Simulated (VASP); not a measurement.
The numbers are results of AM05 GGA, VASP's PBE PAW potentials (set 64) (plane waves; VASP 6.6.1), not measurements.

VASP input:

### POSCAR
```
Co
1
    1.2550000000    -2.1737240000     0.0000000000
    1.2550000000     2.1737240000     0.0000000000
    0.0000000000     0.0000000000     4.0700000000
Co
2
Direct
  0.3333330000   0.6666670000   0.2500000000
  0.6666670000   0.3333330000   0.7500000000
```

KPOINTS:
```
Automatic mesh
0
Gamma
15 15 8
0 0 0
```

### INCAR
```
! general
SYSTEM  = Co
PREC    = Accurate
ENCUT   = 520
LREAL   = F
LASPH   = T

! electronic loop
EDIFF   = 1E-6
NELM    = 100
ALGO    = Normal
LMAXMIX = 4

! smearing
ISMEAR  = 1
SIGMA   = 0.1

! functional
GGA     = AM

! spin
ISPIN   = 2
MAGMOM  = 1.8 1.8

! ions
IBRION  = 2
NSW     = 60
ISIF    = 3
EDIFFG  = -0.01

! output
LWAVE   = F
LCHARG  = F
LORBIT  = 10
```

POTCAR, in this order: Co (PBE.64 set). Program: vasp_std.

What VASP printed:

OSZICAR:
```
       N       E                     dE             d eps       ncg     rms          rms(c)
DAV:   1     0.801130633945E+02    0.80113E+02   -0.83397E+03  8196   0.157E+03
DAV:   2    -0.151492281972E+02   -0.95262E+02   -0.88211E+02  8149   0.256E+02
DAV:   3    -0.173312737526E+02   -0.21820E+01   -0.21247E+01  9689   0.554E+01
DAV:   4    -0.173632018312E+02   -0.31928E-01   -0.31919E-01 11886   0.512E+00
DAV:   5    -0.173634591614E+02   -0.25733E-03   -0.25731E-03  9830   0.435E-01    0.153E+01
DAV:   6    -0.154547857507E+02    0.19087E+01   -0.16060E+01  8618   0.810E+01    0.752E+00
DAV:   7    -0.149492917001E+02    0.50549E+00   -0.22568E+00  9031   0.295E+01    0.382E+00
DAV:   8    -0.149287470582E+02    0.20545E-01   -0.18443E-02 11573   0.155E+00    0.171E+00
DAV:   9    -0.149127198965E+02    0.16027E-01   -0.50634E-03 11361   0.126E+00    0.528E-01
DAV:  10    -0.149122594471E+02    0.46045E-03   -0.81013E-04 11096   0.417E-01    0.160E-01
DAV:  11    -0.149120830897E+02    0.17636E-03   -0.84030E-05 11147   0.142E-01    0.293E-02
DAV:  12    -0.149120752618E+02    0.78279E-05   -0.48687E-06  8608   0.230E-02    0.174E-02
DAV:  13    -0.149120722429E+02    0.30189E-05   -0.20210E-06  5666   0.204E-02    0.805E-03
DAV:  14    -0.149120721525E+02    0.90360E-07   -0.48777E-07  4533   0.902E-03
   1 F= -.14912072E+02 E0= -.14912042E+02  d E =-.149121E+02  mag=     3.2820
       N       E                     dE             d eps       ncg     rms          rms(c)
DAV:   1    -0.198383761249E+02   -0.49263E+01   -0.57671E+01  8107   0.132E+02    0.199E+01
DAV:   2    -0.155063622363E+02    0.43320E+01   -0.18011E+01  8744   0.928E+01    0.104E+01
DAV:   3    -0.150215969873E+02    0.48477E+00   -0.16847E+00  8954   0.260E+01    0.496E+00
DAV:   4    -0.149477026253E+02    0.73894E-01   -0.29410E-02 10829   0.178E+00    0.169E+00
DAV:   5    -0.148847484100E+02    0.62954E-01   -0.14997E-02 12631   0.176E+00    0.355E-01
DAV:   6    -0.148849746676E+02   -0.22626E-03   -0.36107E-03  9227   0.959E-01    0.163E-01
DAV:   7    -0.148851401685E+02   -0.16550E-03   -0.65087E-05 10799   0.953E-02    0.881E-02
DAV:   8    -0.148851389287E+02    0.12399E-05   -0.10791E-05  9706   0.550E-02    0.435E-02
DAV:   9    -0.148851324475E+02    0.64812E-05   -0.29451E-06  7881   0.220E-02    0.515E-03
DAV:  10    -0.148851322739E+02    0.17364E-06   -0.23020E-07  4734   0.589E-03
   2 F= -.14885132E+02 E0= -.14885147E+02  d E =0.269399E-01  mag=     3.0309
       N       E                     dE             d eps       ncg     rms          rms(c)
DAV:   1    -0.163705413616E+02   -0.14854E+01   -0.16967E+01  8100   0.803E+01    0.925E+00
DAV:   2    -0.152621066004E+02    0.11084E+01   -0.62593E+00  8625   0.496E+01    0.557E+00
DAV:   3    -0.150309720657E+02    0.23113E+00   -0.63319E-01  8625   0.165E+01    0.273E+00
DAV:   4    -0.150110715803E+02    0.19900E-01   -0.10897E-02  9797   0.123E+00    0.110E+00
DAV:   5    -0.149922055637E+02    0.18866E-01   -0.60560E-03 12181   0.106E+00    0.208E-01
DAV:   6    -0.149922757323E+02   -0.70169E-04   -0.32723E-04  9178   0.220E-01    0.900E-02
DAV:   7    -0.149923637590E+02   -0.88027E-04   -0.22384E-05 10990   0.575E-02    0.565E-02
DAV:   8    -0.149923697108E+02   -0.59518E-05   -0.47294E-06  9071   0.325E-02    0.176E-02
DAV:   9    -0.149923701636E+02   -0.45278E-06   -0.40020E-07  4183   0.102E-02
   3 F= -.14992370E+02 E0= -.14992745E+02  d E =-.802980E-01  mag=     3.1681
       N       E                     dE             d eps       ncg     rms          rms(c)
DAV:   1    -0.149928690018E+02   -0.49929E-03   -0.55921E-03  8114   0.141E+00    0.178E-01
DAV:   2    -0.149924867073E+02    0.38229E-03   -0.20802E-03  8632   0.949E-01    0.110E-01
DAV:   3    -0.149924064590E+02    0.80248E-04   -0.22552E-04  8576   0.310E-01    0.487E-02
DAV:   4    -0.149923997636E+02    0.66954E-05   -0.30259E-06  9041   0.235E-02    0.173E-02
DAV:   5    -0.149923940764E+02    0.56872E-05   -0.11716E-06  4528   0.174E-02    0.286E-03
DAV:   6    -0.149923940141E+02    0.62272E-07   -0.53730E-07  4183   0.896E-03
   4 F= -.14992394E+02 E0= -.14992780E+02  d E =-.803219E-01  mag=     3.1653
       N       E                     dE             d eps       ncg     rms          rms(c)
DAV:   1    -0.149937012777E+02   -0.13072E-02   -0.37580E-02  9094   0.167E+00    0.212E-01
DAV:   2    -0.149928750032E+02    0.82627E-03   -0.56767E-04 10788   0.426E-01    0.108E-01
DAV:   3    -0.149926201949E+02    0.25481E-03   -0.34852E-04 10187   0.221E-01    0.292E-02
DAV:   4    -0.149926230245E+02   -0.28296E-05   -0.29045E-05  9959   0.804E-02    0.814E-03
DAV:   5    -0.149926205236E+02    0.25009E-05   -0.14626E-06  5424   0.249E-02    0.503E-03
DAV:   6    -0.149926198702E+02    0.65336E-06   -0.67932E-07  4206   0.119E-02
   5 F= -.14992620E+02 E0= -.14993008E+02  d E =-.225856E-03  mag=     3.1608
```

**OUTCAR**
```
------------------------ aborting loop because EDIFF is reached ----------------------------------------
  FORCE on cell =-STRESS in cart. coord.  units (eV):
  Direction    XX          YY          ZZ          XY          YZ          ZX
  --------------------------------------------------------------------------------------
  Total        0.0072535      0.0072535      0.0065654     -0.0000000      0.0000000      0.0000000
  in kB        0.5641276      0.5641277      0.5106137     -0.0000000      0.0000000      0.0000000
  external PRESSURE =       0.5462897 kB  Pullay stress =       0.0000000 kB
  volume of cell :       20.60
      direct lattice vectors                 reciprocal lattice vectors
     1.226188376 -2.123820787 -0.000000000     0.407767689 -0.235424760  0.000000000
     1.226188376  2.123820787 -0.000000000     0.407767689  0.235424760 -0.000000000
     0.000000000  0.000000000  3.955249391     0.000000000  0.000000000  0.252828558
 POSITION                                       TOTAL-FORCE (eV/Angst)
 -----------------------------------------------------------------------------------
      1.22619      0.70794      0.98881        -0.000000     -0.000000      0.000000
      1.22619     -0.70794      2.96644         0.000000      0.000000      0.000000
 -----------------------------------------------------------------------------------
    total drift:                               -0.000022     -0.000005     -0.000029
  FREE ENERGIE OF THE ION-ELECTRON SYSTEM (eV)
  ---------------------------------------------------
  free  energy   TOTEN  =       -14.9926198702 eV

  energy  without entropy=      -14.9937854526  energy(sigma->0) =      -14.99300840

 total charge

# of ion       s       p       d       tot
------------------------------------------
    1        0.511   0.571   7.294   8.375
    2        0.511   0.571   7.294   8.375
--------------------------------------------------
tot          1.022   1.142  14.587  16.750

 magnetization (x)

# of ion       s       p       d       tot
------------------------------------------
    1       -0.016  -0.049   1.646   1.582
    2       -0.016  -0.049   1.646   1.582
--------------------------------------------------
tot         -0.031  -0.098   3.293   3.163

 reached required accuracy - stopping structural energy minimisation
```
(Selected blocks of OUTCAR.)

### CONTCAR
```
Co
   1.00000000000000
     1.2261883759455785   -2.1238207869543850   -0.0000000000000000
     1.2261883759455785    2.1238207869543850   -0.0000000000000000
     0.0000000000000000    0.0000000000000000    3.9552493909347342
  Co
     2
Direct
     0.3333330000000032    0.6666669999999968    0.2500000000000000
     0.6666669999999968    0.3333330000000032    0.7500000000000000
```

Energy and stress use the plane-wave basis of the starting cell.

The compound is Co in the hcp structure. This run relaxes it. Symmetry was kept, so distortions that lower it aren't found.
